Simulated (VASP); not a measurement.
Computed with PBE GGA with spin-orbit coupling, VASP's PBE PAW potentials (set 64) (plane waves; VASP).

VASP input:

File POSCAR:
```
InAs
1
    0.0000000000     3.0300000000     3.0300000000
    3.0300000000     0.0000000000     3.0300000000
    3.0300000000     3.0300000000     0.0000000000
In As
1 1
Direct
  0.0000000000   0.0000000000   0.0000000000
  0.2500000000   0.2500000000   0.2500000000
```

### INCAR
```
! general
SYSTEM     = InAs
PREC       = Accurate
ENCUT      = 400
LREAL      = .FALSE.
LASPH      = .TRUE.

! electronic loop
EDIFF      = 1E-6
NELM       = 100
ALGO       = Normal
LMAXMIX    = 4

! smearing
ISMEAR     = 0
SIGMA      = 0.05

! functional
GGA        = PE
GGA_COMPAT = .FALSE.

! spin
MAGMOM     = 6*0
LSORBIT    = .TRUE.

! ions
ISIF       = 2

! output
LWAVE      = .FALSE.
LCHARG     = .FALSE.
```

### KPOINTS
```
Automatic mesh
0
Gamma
7 7 7
0 0 0
```

POTCAR, in this order: In_d As (PBE.64 set). Program: vasp_ncl.

Problem. Predict the energy per atom (σ→0), pressure, band gap (on the k-mesh).

Solution. 
```yaml
energy per atom (σ→0): -3.861 eV/atom
band gap (on the k-mesh): none (metal, semimetal or under 0.01 eV)
pressure: 3.52 GPa
```

File OSZICAR:
```
...
DAV:   7    -0.772153310344E+01    0.20781E-01   -0.19510E-01  2420   0.390E+00    0.860E-01
DAV:   8    -0.772157084265E+01   -0.37739E-04   -0.13743E-02  2206   0.175E+00    0.578E-01
DAV:   9    -0.772239420876E+01   -0.82337E-03   -0.21963E-03  2076   0.429E-01    0.162E-01
DAV:  10    -0.772262119604E+01   -0.22699E-03   -0.91501E-04  2176   0.655E-01    0.835E-02
DAV:  11    -0.772270485298E+01   -0.83657E-04   -0.23351E-04  1722   0.251E-01    0.113E-02
DAV:  12    -0.772271036824E+01   -0.55153E-05   -0.22239E-05  1870   0.394E-02    0.123E-02
DAV:  13    -0.772271042182E+01   -0.53572E-07   -0.21009E-06  1708   0.109E-02
   1 F= -.77227104E+01 E0= -.77226282E+01  d E =-.164487E-03  mag=     0.0000     0.0000    -0.0000
```

The compound is InAs in the zinc blende structure. The cell was not relaxed at this level. The run is one of a series of settings (GGA_COMPAT = .FALSE., LSORBIT = .TRUE., MAGMOM = 0 0 0 0 0 0, program vasp_ncl against the base run), some of them coarse on purpose.
